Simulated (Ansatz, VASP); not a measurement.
## Two plane-wave programs on GaGe

```xyz
2
Lattice="0.0000 2.8978 2.8978 2.8978 0.0000 2.8978 2.8978 2.8978 0.0000" Properties=species:S:1:pos:R:3 pbc="T T T"
Ge    0.0000    0.0000    0.0000
Ga    1.4489    1.4489    1.4489
```

The cell comes from a database or a generator and needn't be the stable form of this composition.

Alike in both runs: task relaxation of cell and atoms; functional PBEsol; k mesh 8 × 8 × 8; occupations fermi-dirac, width 0.05 eV; no spin polarisation.

|  | VASP | Ansatz |
| --- | --- | --- |
| version | VASP 6.6.1 | Ansatz 0.2.0 |
| potentials or method | VASP PAW PBE potentials, release 64 (Ge_d, Ga_d) | Ansatz PAW |
| plane-wave cutoff (eV) | 600 | 420 |
| valence electrons in the cell | 27 | 27 |

Ansatz gave:

* gap on the k mesh at the Fermi level, each at its own relaxed structure (eV): none
* relaxed volume (Å³/atom): 23.21
* relaxed cell length with the largest relative difference (Å): 4.034
* energy change over the relaxation (meV/atom): -9

**Question.** What did VASP give for the same quantities?

**Answer.** gap on the k mesh at the Fermi level, each at its own relaxed structure (eV): none; relaxed volume (Å³/atom): 23.28; relaxed cell length with the largest relative difference (Å): 4.038; energy change over the relaxation (meV/atom): -9.

A gap of «none» marks a metal or a gap that the smearing closes.

Caveats: the PAW data sets were made with another functional, which shifts forces and pressure a little (VASP); the plane-wave basis is chosen anew once the cell has moved, so the energies of steps on either side of that aren't comparable (Ansatz); the PAW data sets come from PBE, with cores solved anew for the run's functional, which leaves a small shift of forces and pressure (Ansatz).
